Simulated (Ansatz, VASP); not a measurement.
# One calculation of Ta4O, two programs

```
Ta O
1.0
     3.23205   -0.01525    0.02886
    -0.01525    3.26076   -0.02398
     0.06564   -0.05454    7.38309
Ta O
4 1
Direct
  0.05579 0.01760 0.49592
  0.50999 0.48448 0.78302
  0.49590 0.51050 0.22474
  0.02720 0.01200 0.99005
  0.48610 0.45127 0.51486
```

Change from the starting cell: kmesh displaced: [6, 6, 4] Gamma-centred.

Alike in both runs: task single point; functional PBE; k mesh 6 × 6 × 4; occupations gaussian, width 0.1 eV; no spin polarisation.

|  | VASP | Ansatz |
| --- | --- | --- |
| version | VASP 6.6.1 | Ansatz 0.2.0 |
| potentials or method | VASP PAW PBE potentials, release 64 (Ta_pv, O) | scalar-relativistic, plane waves, PAW |
| plane-wave cutoff (eV) | 520 | 420 |
| valence electrons in the cell | 50 | 58 |

```tsv
	VASP	Ansatz	Ansatz less VASP
gap on the k mesh at the Fermi level (eV)	none	none	-
pressure (GPa)	7.5	7.2	-0.34
largest component of the traceless stress (GPa)	6.11	5.99	-0.114
rms of the force components (eV/Å)	1.270	1.246	-0.0239
```

Atom by atom the forces differ by 0.030 eV/Å (rms over components). A gap of «none» marks a metal or a gap that the smearing closes. The two sets of potentials don't hold the same shells in valence.

Caveats: forces of over 1 eV/Å show positions far from the minimum, so gaps and moduli don't describe the material at rest. The runs have no spin-orbit coupling, so splittings on Ta are missing.
